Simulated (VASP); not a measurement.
Level of theory: LDA (Ceperley-Alder, Perdew-Zunger), VASP's LDA PAW potentials (set 64) (plane waves; VASP).

VASP input:

### KPOINTS
```
Automatic mesh
0
Gamma
5 5 5
0 0 0
```

### POSCAR
```
YS
1
    0.0000000000     2.7436500000     2.7436500000
    2.7436500000     0.0000000000     2.7436500000
    2.7436500000     2.7436500000     0.0000000000
Y S
1 1
Direct
  0.5000000000   0.5000000000   0.5000000000
  0.0000000000   0.0000000000   0.0000000000
```

### INCAR
```
SYSTEM = YS
PREC = Accurate; ENCUT = 300; LREAL = .FALSE.
LASPH = .TRUE.
EDIFF = 1E-6; NELM = 100; ALGO = Normal
LMAXMIX = 4
ISMEAR = -1; SIGMA = 0.1
IBRION = 2; NSW = 50; ISIF = 3
EDIFFG = -0.01
LWAVE = .FALSE.; LCHARG = .FALSE.
```

POTCAR, in this order: Y_sv S (LDA.64 set). Program: vasp_std.

At this cut-off the stress carries a Pulay error, which pulls relaxed volumes low. Energy and stress use the plane-wave basis of the starting cell.

### Question
Estimate the energy per atom (σ→0), volume per atom, band gap (on the k-mesh).

### Answer

```
Item                                                        Result
------------------------  ----------------------------------------
energy per atom (σ→0)                               -8.029 eV/atom
band gap (on the k-mesh)  none (metal, semimetal or under 0.01 eV)
volume per atom                                      19.87 Å³/atom
```

**OSZICAR**
```
...
DAV:   2    -0.160991907830E+02    0.96099E-01   -0.24853E-01   304   0.431E+00    0.175E+00
DAV:   3    -0.160698341887E+02    0.29357E-01   -0.16136E-01   344   0.264E+00    0.132E+00
DAV:   4    -0.160729134661E+02   -0.30793E-02   -0.66743E-03   296   0.655E-01    0.698E-01
DAV:   5    -0.160750268312E+02   -0.21134E-02   -0.54527E-03   384   0.275E-01    0.943E-02
DAV:   6    -0.160750892296E+02   -0.62398E-04   -0.96421E-05   268   0.703E-02    0.726E-02
DAV:   7    -0.160751680067E+02   -0.78777E-04   -0.98343E-05   452   0.548E-02    0.226E-02
DAV:   8    -0.160751674446E+02    0.56207E-06   -0.14907E-06   232   0.106E-02
   3 F= -.16075167E+02 E0= -.16057482E+02  d E =-.202219E-01
```

The structure comes from a measured YS entry (Fm-3m) of the Crystallography Open Database, whose conditions weren't checked. This run relaxes it. Symmetry was kept, so distortions that lower it aren't found. The k-mesh is coarse (spacing up to 0.40 per Å, 2π included), so the numbers may not be converged in it. The run is one of a series of settings (EDIFFG = -0.01, IBRION = 2, ISIF = 3, NSW = 50 against the base run), some of them coarse on purpose. The electron count is odd and the run is not spin-polarised, which forces a metal.
